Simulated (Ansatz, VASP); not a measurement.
YCu in VASP and in Ansatz

INCAR

```
PREC     = Accurate       # precision mode
ENCUT    = 520            # plane-wave cutoff, eV
EDIFF    = 1E-6           # SCF threshold, eV
ISMEAR   = 0              # smearing method
SIGMA    = 0.1            # smearing width, eV
LREAL    = F              # projectors in reciprocal space
LASPH    = T              # aspherical terms in the spheres
NELM     = 100            # most SCF steps
ALGO     = Normal         # electronic algorithm
ISIF     = 2              # what is computed and relaxed
LWAVE    = F              # write WAVECAR
LCHARG   = F              # write CHGCAR
NBANDS   = 18             # bands
```

The input KPOINTS:

```
regular mesh
0
Gamma
  6 6 6
```

Contents of POSCAR:

```
YCu
1.0
    3.4581153900      0.0000000000      0.0000000000
    0.0000000000      3.4581153900      0.0000000000
    0.0000000000      0.0000000000      3.4581153900
Y Cu
1 1
Direct
    0.0000000000      0.0000000000      0.0000000000
    0.5000000000      0.5000000000      0.5000000000
```

Input for Ansatz:

```yaml
crystal:
  lattice:
    - [3.45811539, 0.0, 0.0]
    - [0.0, 3.45811539, 0.0]
    - [0.0, 0.0, 3.45811539]
  atoms:
    - { symbol: "Y", position: [0.0, 0.0, 0.0] }
    - { symbol: Cu, position: [0.5, 0.5, 0.5] }
basis:
  ecutwfc: 420
kpoints:
  mp_grid: { grid: [6, 6, 6] }
hamiltonian:
  xc: lda
scf:
  occupations: { method: gaussian, width: 0.1 }
output:
  forces: true
  stress: true
  eigenvalues: true
```

The cell comes from a database or a generator and needn't be the stable form of this composition.

Alike in both runs: task single point; functional LDA; k mesh 6 × 6 × 6; occupations gaussian, width 0.1 eV; no spin polarisation.

```csv
,VASP,Ansatz
version,VASP 6.6.1,Ansatz 0.2.0
potentials or method,"VASP PAW LDA potentials, release 64 (Y_sv, Cu)","scalar-relativistic, plane waves, PAW"
plane-wave cutoff (eV),520,420
valence electrons in the cell,22,30
```

```tsv
	VASP	Ansatz	Ansatz less VASP
gap on the k mesh at the Fermi level (eV)	none	none	-
pressure (GPa)	-4.8	-4.8	-0.04
```

A gap of «none» marks a metal or a gap that the smearing closes. The two sets of potentials don't hold the same shells in valence.
